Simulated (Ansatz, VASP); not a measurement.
# NaLiICl: VASP beside Ansatz, part 2 of 2

Wanted: the spread between two codes on one cell, functional and k mesh. The cell is taken from a series of runs on this material, whose earlier steps may have relaxed, scaled, displaced or heated it; both programs get it as it stands.

VASP 6.6.1 and Ansatz 0.2.0.

So far: Set-up; Ansatz: dielectric response, LDA.

## Step 3: VASP: dielectric response, LDA

Level of this step: LDA; plane waves and PAW (Na_pv, Li_sv, I, Cl) (VASP).

The same cell, functional (in two slightly different forms) and mesh now go to VASP, with its own data sets.

Lines of VASP's logs that name or quote its potential files are left out, and so is its time.

The input, INCAR:

```
SYSTEM = NaLiICl
PREC = Accurate
ENCUT = 650
EDIFF = 1E-08
NELM = 120
ISMEAR = 0
SIGMA = 0.01
LREAL = .FALSE.
ALGO = Normal
GGA = PW92
NBANDS = 18
LORBIT = 11
LWAVE = .FALSE.
LCHARG = .FALSE.
ISIF = 2
LEPSILON = .TRUE.
LASPH = .TRUE.
GGA_COMPAT = .FALSE.
KPAR = 2
```

The input, POSCAR:

```
NaLiICl
1.0
    4.0916360000      0.0000000000      0.0000000000
    0.0000000000      4.0916360000      0.0000000000
    0.0000000000      0.0000000000      6.2153440000
Na Li I Cl
1 1 1 1
Direct
    0.5000000000      0.5000000000      0.5000000000
    0.0000000000      0.0000000000      0.0000000000
    0.5000000000      0.5000000000      0.0000000000
    0.0000000000      0.0000000000      0.5000000000
```

The input, KPOINTS:

```
Automatic mesh
0
Gamma
6 6 4
0 0 0
```

Potentials, in the order of the species: Na_pv, Li_sv, I and Cl (LDA family, release 64).

Command:

```
mpirun -np 2 vasp_std
```

Numbers of over 12 decimals in the logs are rounded to 6 here.

Output:

```text
[banner, memory and clock lines left out]
running    2 mpi-ranks, on    1 nodes
 distrk:  each k-point on    1 cores,    2 groups
 distr:  one band on    1 cores,    1 groups

 POSCAR found type information on POSCAR NaLiI Cl
 POSCAR found :  4 types and       4 ions
|                                                                             |
|               ----> ADVICE to this user running VASP <----                  |
|                                                                             |
|     You enforced a specific xc type in the INCAR file but a different       |
|     [... a line on the potential file left out ...]
|     I HOPE YOU KNOW WHAT YOU ARE DOING!                                     |
|                                                                             |

 LDA part: xc-table for (Slater(with rela. corr.)+PW92), standard interpolation
 POSCAR, INCAR and KPOINTS ok, starting setup
 FFT: planning ... GRIDC
 FFT: planning ... GRID_SOFT
 FFT: planning ... GRID
 WAVECAR not read
 entering main loop
       N       E                     dE             d eps       ncg     rms          rms(c)
DAV:   1     0.175368025051E+03    0.17537E+03   -0.11361E+04  1080   0.143E+03
DAV:   2     0.249939433056E+01   -0.17287E+03   -0.16660E+03  1322   0.287E+02
DAV:   3    -0.130926352869E+02   -0.15592E+02   -0.15516E+02  1308   0.878E+01
DAV:   4    -0.139052698208E+02   -0.81263E+00   -0.81091E+00  2010   0.182E+01
DAV:   5    -0.139127083277E+02   -0.74385E-02   -0.74366E-02  1368   0.172E+00    0.300E+00
DAV:   6    -0.136625688332E+02    0.25014E+00   -0.44379E-01  1340   0.367E+00    0.215E+00
DAV:   7    -0.136356357592E+02    0.26933E-01   -0.16350E-01  1478   0.205E+00    0.115E+00
DAV:   8    -0.136331237736E+02    0.25120E-02   -0.20052E-02  1470   0.813E-01    0.176E-01
DAV:   9    -0.136324668714E+02    0.65690E-03   -0.38906E-03  1528   0.377E-01    0.774E-02
DAV:  10    -0.136324873945E+02   -0.20523E-04   -0.39870E-04  1380   0.124E-01    0.294E-02
DAV:  11    -0.136324897489E+02   -0.23545E-05   -0.24939E-05  1452   0.339E-02    0.781E-03
DAV:  12    -0.136324895899E+02    0.15908E-06   -0.17398E-06  1504   0.102E-02    0.344E-03
DAV:  13    -0.136324896072E+02   -0.17371E-07   -0.37577E-07  1446   0.374E-03    0.176E-03
DAV:  14    -0.136324896000E+02    0.72771E-08   -0.42183E-08  1506   0.138E-03
   1 F= -.13632490E+02 E0= -.13632490E+02  d E =-.655982E-87
 Linear response reoptimize wavefunctions to high precision
DAV:   1    -0.136324895955E+02    0.44677E-08   -0.15134E-08  1376   0.884E-04
DAV:   2    -0.136324895956E+02   -0.74579E-10   -0.30031E-10   722   0.132E-04
 Linear response G [H, r] |phi>, progress :
  Direction:   1
       N       E                     dE             d eps       ncg     rms
RMM:   1    -0.733514103941E+02   -0.73351E+02    0.29463E+02  1696   0.219E+02
RMM:   2    -0.790345031637E+02   -0.56831E+01   -0.44338E+01  2154   0.334E+01
RMM:   3    -0.795514200467E+02   -0.51692E+00   -0.37529E+00  2357   0.110E+01
RMM:   4    -0.796338443378E+02   -0.82424E-01   -0.59035E-01  2479   0.356E+00
RMM:   5    -0.796438999762E+02   -0.10056E-01   -0.12215E-01  2630   0.126E+00
RMM:   6    -0.796488807223E+02   -0.49807E-02   -0.71644E-02  2707   0.486E-01
RMM:   7    -0.796534133297E+02   -0.45326E-02   -0.95673E-02  2760   0.225E-01
RMM:   8    -0.796445949674E+02    0.88184E-02   -0.25035E-03  2792   0.113E-01
RMM:   9    -0.796434028376E+02    0.11921E-02    0.85500E-03  2794   0.634E-02
RMM:  10    -0.796449033341E+02   -0.15005E-02    0.72082E-03  2754   0.391E-02
RMM:  11    -0.796442381517E+02    0.66518E-03    0.69968E-03  2684   0.263E-02
RMM:  12    -0.796450123285E+02   -0.77418E-03   -0.23526E-03  2635   0.195E-02
RMM:  13    -0.796440061325E+02    0.10062E-02    0.25809E-04  2586   0.156E-02
RMM:  14    -0.796449363541E+02   -0.93022E-03    0.40424E-03  2528   0.136E-02
RMM:  15    -0.796444741806E+02    0.46217E-03    0.26180E-03  2512   0.124E-02
RMM:  16    -0.796450084509E+02   -0.53427E-03   -0.89325E-04  2445   0.119E-02
RMM:  17    -0.796439976350E+02    0.10108E-02    0.36991E-03  2410   0.116E-02
RMM:  18    -0.796449793323E+02   -0.98170E-03    0.34924E-03  2367   0.114E-02
 Linear response G [H, r] |phi>, progress :
  Direction:   2
       N       E                     dE             d eps       ncg     rms
RMM:   1    -0.783965709298E+02   -0.78397E+02    0.21403E+02  1654   0.205E+02
RMM:   2    -0.917056875331E+02   -0.13309E+02   -0.36826E+01  2093   0.318E+01
RMM:   3    -0.920540524070E+02   -0.34836E+00   -0.34756E+00  2264   0.106E+01
RMM:   4    -0.921239297321E+02   -0.69877E-01   -0.35482E-01  2382   0.326E+00
RMM:   5    -0.921395815240E+02   -0.15652E-01   -0.34122E-02  2505   0.102E+00
RMM:   6    -0.921409204472E+02   -0.13389E-02    0.18716E-02  2639   0.380E-01
[...]
RMM:   1    -0.689822245268E+00   -0.68982E+00   -0.18199E+00  2023   0.482E+00
RMM:   2    -0.727695371382E+00   -0.37873E-01   -0.47842E-02  2299   0.105E+00
RMM:   3    -0.729893162105E+00   -0.21978E-02   -0.69497E-03  2415   0.302E-01
RMM:   4    -0.730391821702E+00   -0.49866E-03   -0.12896E-03  2481   0.114E-01
RMM:   5    -0.730488474798E+00   -0.96653E-04   -0.28086E-04  2615   0.464E-02
RMM:   6    -0.730506694566E+00   -0.18220E-04   -0.59151E-05  2680   0.208E-02
[...]
RMM:   6    -0.732290194806E+00   -0.36848E-03   -0.36770E-03  3843   0.208E-01    0.192E-02
RMM:   7    -0.732955598634E+00   -0.66540E-03   -0.16558E-03  4005   0.109E-01    0.181E-02
RMM:   8    -0.733310596630E+00   -0.35500E-03   -0.10426E-03  3981   0.650E-02    0.752E-03
RMM:   9    -0.733476557455E+00   -0.16596E-03   -0.70910E-04  3943   0.459E-02    0.171E-03
RMM:  10    -0.733499869342E+00   -0.23312E-04   -0.37868E-04  4239   0.288E-02    0.111E-03
RMM:  11    -0.733511734466E+00   -0.11865E-04   -0.23368E-04  4303   0.199E-02    0.143E-03
RMM:  12    -0.733525914546E+00   -0.14180E-04   -0.21195E-04  4079   0.138E-02    0.444E-04
RMM:  13    -0.733523183642E+00    0.27309E-05   -0.60924E-05  4090   0.987E-03    0.465E-04
RMM:  14    -0.733528830165E+00   -0.56465E-05   -0.47733E-05  4084   0.676E-03    0.656E-04
[...]
RMM:  20    -0.733532428108E+00    0.43425E-06   -0.67982E-07  3610   0.102E-03    0.372E-04
RMM:  21    -0.733531308093E+00    0.11200E-05    0.22217E-06  3691   0.868E-04    0.961E-05
RMM:  22    -0.733530990920E+00    0.31717E-06   -0.10278E-06  3379   0.704E-04    0.711E-05
RMM:  23    -0.733530830337E+00    0.16058E-06    0.15890E-06  3170   0.618E-04    0.430E-05
RMM:  24    -0.733530541343E+00    0.28899E-06   -0.67527E-07  3386   0.573E-04    0.142E-05
RMM:  25    -0.733530491354E+00    0.49988E-07    0.18287E-06  2845   0.529E-04    0.160E-05
RMM:  26    -0.733530427216E+00    0.64138E-07    0.19316E-07  2815   0.507E-04    0.139E-05
RMM:  27    -0.733530365543E+00    0.61673E-07    0.17646E-06  2872   0.491E-04    0.137E-05
 change of polarisation eV/A/(eV/A) component  1 :     1.332     0.012    -0.061
 dielectric tensor                  component  1 :     3.316     0.021    -0.106
 Linear response to external field, progress :
  Direction:   2
       N       E                     dE             d eps       ncg     rms          rms(c)
RMM:   1    -0.710884483466E+00   -0.71088E+00   -0.17654E+00  3271   0.547E+00
RMM:   2    -0.772071948924E+00   -0.61187E-01   -0.80043E-02  3782   0.137E+00    0.198E+00
RMM:   3    -0.696399680739E+00    0.75672E-01   -0.13065E-01  3381   0.135E+00    0.927E-01
RMM:   4    -0.712794260972E+00   -0.16395E-01   -0.10305E-01  3577   0.117E+00    0.226E-01
RMM:   5    -0.731900402499E+00   -0.19106E-01   -0.96150E-03  3685   0.439E-01    0.382E-02
RMM:   6    -0.732287534543E+00   -0.38713E-03   -0.36754E-03  3849   0.207E-01    0.193E-02
RMM:   7    -0.732959180239E+00   -0.67165E-03   -0.15893E-03  4008   0.108E-01    0.181E-02
RMM:   8    -0.733303343424E+00   -0.34416E-03   -0.12002E-03  3964   0.650E-02    0.768E-03
RMM:   9    -0.733476136403E+00   -0.17279E-03   -0.80375E-04  3935   0.460E-02    0.178E-03
RMM:  11    -0.733513589436E+00   -0.13588E-04   -0.23976E-04  4314   0.199E-02    0.147E-03
RMM:  12    -0.733522320968E+00   -0.87315E-05   -0.18719E-05  4024   0.138E-02    0.194E-04
RMM:  13    -0.733524341513E+00   -0.20205E-05   -0.29612E-05  4160   0.962E-03    0.712E-04
RMM:  14    -0.733529424804E+00   -0.50833E-05    0.22452E-05  4072   0.654E-03    0.974E-04
RMM:  15    -0.733531687092E+00   -0.22623E-05    0.46813E-05  3790   0.459E-03    0.124E-03
[...]
RMM:  22    -0.733530901285E+00    0.62789E-07   -0.31970E-07  3057   0.715E-04    0.306E-04
RMM:  23    -0.733530575732E+00    0.32555E-06    0.62124E-06  3363   0.649E-04    0.200E-04
RMM:  24    -0.733530350363E+00    0.22537E-06   -0.45074E-07  3445   0.600E-04    0.920E-05
RMM:  25    -0.733530243341E+00    0.10702E-06    0.21729E-06  2895   0.553E-04    0.794E-05
RMM:  26    -0.733530249966E+00   -0.66250E-08   -0.32927E-07  2817   0.529E-04    0.662E-05
RMM:  27    -0.733530176688E+00    0.73277E-07    0.26261E-06  2955   0.511E-04    0.527E-05
RMM:  28    -0.733530221528E+00   -0.44840E-07   -0.47724E-07  2756   0.498E-04    0.476E-05
RMM:  29    -0.733530215152E+00    0.63761E-08   -0.83838E-08  2670   0.489E-04    0.512E-05
 change of polarisation eV/A/(eV/A) component  2 :     0.012     1.332    -0.012
 dielectric tensor                  component  2 :     0.021     3.316    -0.021
 Linear response to external field, progress :
  Direction:   3
       N       E                     dE             d eps       ncg     rms          rms(c)
RMM:   1    -0.689822245268E+00   -0.68982E+00   -0.18199E+00  2023   0.482E+00
RMM:   2    -0.727695373621E+00   -0.37873E-01   -0.47842E-02  2299   0.105E+00    0.191E+00
RMM:   3    -0.646669784425E+00    0.81026E-01   -0.11413E-01  2033   0.124E+00    0.914E-01
RMM:   4    -0.659419784366E+00   -0.12750E-01   -0.10001E-01  2116   0.111E+00    0.235E-01
RMM:   5    -0.676180371189E+00   -0.16761E-01   -0.59659E-03  2284   0.363E-01    0.457E-02
RMM:   6    -0.677169054536E+00   -0.98868E-03   -0.17233E-03  2360   0.149E-01    0.171E-02
RMM:   7    -0.677590574527E+00   -0.42152E-03   -0.46647E-04  2495   0.639E-02    0.187E-02
RMM:   8    -0.677947859172E+00   -0.35728E-03   -0.25568E-04  2328   0.370E-02    0.127E-02
RMM:  10    -0.677995749011E+00    0.42653E-05   -0.25935E-05  2635   0.110E-02    0.915E-04
RMM:  11    -0.677995424083E+00    0.32493E-06    0.10833E-05  2538   0.582E-03    0.202E-04
RMM:  12    -0.677990927465E+00    0.44966E-05   -0.21846E-05  2689   0.326E-03    0.205E-04
RMM:  13    -0.677988811529E+00    0.21159E-05    0.35448E-06  2541   0.207E-03    0.160E-04
RMM:  14    -0.677987610297E+00    0.12012E-05   -0.45158E-06  2483   0.140E-03    0.108E-04
RMM:  15    -0.677987537443E+00    0.72854E-07    0.29455E-06  2245   0.107E-03    0.328E-05
[...]
RMM:  19    -0.677987343499E+00    0.11877E-07   -0.21747E-07  2009   0.652E-04    0.310E-05
RMM:  20    -0.677987193662E+00    0.14984E-06   -0.84472E-07  1866   0.629E-04    0.221E-05
RMM:  21    -0.677986963334E+00    0.23033E-06   -0.30392E-07  1873   0.615E-04    0.201E-05
RMM:  22    -0.677986905110E+00    0.58224E-07   -0.13675E-06  1792   0.611E-04    0.144E-05
RMM:  23    -0.677986877279E+00    0.27831E-07   -0.53133E-07  1780   0.606E-04    0.150E-05
RMM:  24    -0.677986807656E+00    0.69623E-07   -0.17629E-06  1775   0.604E-04    0.110E-05
RMM:  25    -0.677986795564E+00    0.12092E-07   -0.56855E-07  1751   0.603E-04    0.109E-05
RMM:  26    -0.677986827063E+00   -0.31499E-07   -0.65268E-07  1712   0.600E-04    0.130E-05
 change of polarisation eV/A/(eV/A) component  3 :    -0.069     0.046     1.231
 dielectric tensor                  component  3 :    -0.120     0.080     3.141
 Born effective charges drift removed
```

Parts of OUTCAR (step 3):

```text
ion  position               nearest neighbor table
   1  0.500  0.500  0.500-   3 3.11   3 3.11
   2  0.000  0.000  0.000-   3 2.89   3 2.89   3 2.89   3 2.89
   3  0.500  0.500  0.000-   2 2.89   2 2.89   2 2.89   2 2.89   1 3.11   1 3.11
   4  0.000  0.000  0.500-

  LATTYP: Found a simple tetragonal cell.
 ALAT       =     4.0916360000
 C/A-ratio  =     1.5190363952

 Subroutine GETGRP returns: Found 16 space group operations
 (whereof 16 operations were pure point group operations)

The static configuration has the point symmetry D_4h.

 Found     30 irreducible k-points:

   k-points           NKPTS =     30   k-points in BZ     NKDIM =     30   number of bands    NBANDS=     18

   dimension x,y,z NGX =    36 NGY =   36 NGZ =   54
   dimension x,y,z NGXF=    72 NGYF=   72 NGZF=  108

   ENCUT  =  650.0 eV  47.77 Ry    6.91 a.u.   8.51  8.51 12.92*2*pi/ulx,y,z

   NELECT =      24.0000    total number of electrons

 k-points in reciprocal lattice and weights: Automatic mesh
   0.00000000  0.00000000  0.00000000       0.007
   0.16666667  0.00000000  0.00000000       0.028
   0.33333333  0.00000000  0.00000000       0.028
   0.50000000  0.00000000  0.00000000       0.014
   0.16666667  0.16666667  0.00000000       0.028
   0.33333333  0.16666667  0.00000000       0.056
   0.50000000  0.16666667  0.00000000       0.028
   0.33333333  0.33333333  0.00000000       0.028
   0.50000000  0.33333333  0.00000000       0.028
[...]
0.50000000  0.33333333  0.50000000       0.028
   0.50000000  0.50000000  0.50000000       0.007

 average (electrostatic) potential at core
       1 -45.6365       2 -66.4317       3 -94.2542       4 -96.7446

  Total       -1.5896232     -1.5896232     -1.4697013      0.0000000      0.0000000      0.0000000
  in kB      -24.4762921    -24.4762921    -22.6297889      0.0000000      0.0000000      0.0000000
  external PRESSURE =     -23.8607910 kB  Pullay stress =       0.0000000 kB

  energy-cutoff  :      650.00
  volume of cell :      104.05
      direct lattice vectors                 reciprocal lattice vectors
     4.091636000  0.000000000  0.000000000     0.244401017  0.000000000  0.000000000
     0.000000000  4.091636000  0.000000000     0.000000000  0.244401017  0.000000000
     0.000000000  0.000000000  6.215344000     0.000000000  0.000000000  0.160892140

 POSITION                                       TOTAL-FORCE (eV/Angst)
 -----------------------------------------------------------------------------------
      2.04582      2.04582      3.10767         0.000000      0.000000      0.000000
      0.00000      0.00000      0.00000         0.000000      0.000000      0.000000
      2.04582      2.04582      0.00000         0.000000      0.000000      0.000000
      0.00000      0.00000      3.10767         0.000000      0.000000      0.000000
 -----------------------------------------------------------------------------------
    total drift:                                0.000000      0.000000      0.000000

 MACROSCOPIC STATIC DIELECTRIC TENSOR (including local field effects in DFT)
 ------------------------------------------------------
           3.315725     0.000000    -0.000000
           0.000000     3.315725     0.000000
          -0.000000    -0.000000     3.140583
 ------------------------------------------------------

 PIEZOELECTRIC TENSOR (including local field effects)  for field in x, y, z        (C/m^2)
          XX          YY          ZZ          XY          YZ          ZX
  --------------------------------------------------------------------------------
  x     0.00000     0.00000     0.00000     0.00000     0.00000     0.00000
  y     0.00000     0.00000     0.00000     0.00000     0.00000     0.00000
  z     0.00000     0.00000     0.00000     0.00000     0.00000     0.00000

 BORN EFFECTIVE CHARGES (including local field effects) (in |e|, cummulative output)
 ---------------------------------------------------------------------------------
 ion    1
    1     1.09891     0.00000     0.00000
    2     0.00000     1.09891     0.00000
    3     0.00000     0.00000     1.22593
 ion    2
    1     1.37853     0.00000     0.00000
    2     0.00000     1.37853     0.00000
    3     0.00000     0.00000     1.01017
 ion    3
    1    -1.26331     0.00000     0.00000
    2     0.00000    -1.26331     0.00000
    3     0.00000     0.00000    -0.79452
 ion    4
    1    -1.21414     0.00000     0.00000
    2     0.00000    -1.21414     0.00000
    3     0.00000     0.00000    -1.44157
```

## Step 4: Comparison

Known differences besides the potentials themselves: fixed occupations in Ansatz, narrow Gaussian smearing in VASP; VASP's response is taken on the typed mesh, Ansatz refines its own for the field response alone; the data sets hold 36 valence electrons in Ansatz (on its default PAW (the set named soft_2) files) and 24 in VASP; the cutoff is 420 eV in Ansatz and 650 eV in VASP; VASP's log shows a relativistic correction to its local exchange, Ansatz's none. Total energies have different zeros and are not compared.

The two programs side by side:

```csv
quantity,Ansatz,VASP,difference
ε∞ xx,3.29,3.32,-0.73 %
ε∞ yy,3.29,3.32,-0.73 %
ε∞ zz,3.14,3.14,+0.06 %
```

## Step 5: Summary of results

* difference in ε∞ xx (dielectric response, LDA): -0.73 %

What this shows: The difference in ε∞ xx is -0.73 % (dielectric response, LDA), within the 5 % picked in this series as the mark of a large difference. The data sets hold unlike numbers of valence electrons (36 in Ansatz and 24 in VASP), so part of the differences comes from the potentials. How closely two codes agree says nothing of how well the functional describes the real material.

[Lines on the potential files, build, host, timing and source positions are cut from VASP's logs without a mark.]

[Logs are printed without paths, hosts, clocks, repeated set-up lines and the standing remarks that a program may print on its own settings, such as how far it seeks lower states.]

[Hosts, paths, dates, database ids (printed as entryN), source tags and the programs' standing remarks are cut or masked in the printed files.]
